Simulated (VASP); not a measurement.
**Li (bcc): computed properties**

Level of theory: r2SCAN meta-GGA, VASP's PBE PAW potentials (set 64) (plane waves; VASP).

- space group = Im-3m (229)
- cell = a = b = c = 3.456 Å, α = β = γ = 90.00°
- volume per atom = 20.64 Å³/atom
- band gap (over mesh and band path) = none (metal, semimetal or under 0.01 eV)
- density = 0.56 g/cm³

Li is modelled in the cubic space group Im-3m (No. 229), the bcc (W type) structure, Pearson symbol cI2. Conventional cell: a = b = c = 3.456 Å, α = β = γ = 90.00°. Li on 2a has 8 Li at 2.993 Å (cubic). (Neighbours: up to the widest gap in distance over summed covalent radii, below 1.35, at either atom.)
(The calculation used a cell of 1 atom; values per cell refer to that cell.)

Measured: a 3.449 Å at 0 K (computed value off by +0.2 %), as given by Gábor I. Csonka et al., Physical Review B (2009), arXiv:0903.4037 [low-temperature or extrapolated to 0 K; zero-point anharmonic expansion removed].

The compound is Li in the bcc structure. It was relaxed first. Symmetry was kept, so distortions that lower it aren't found.
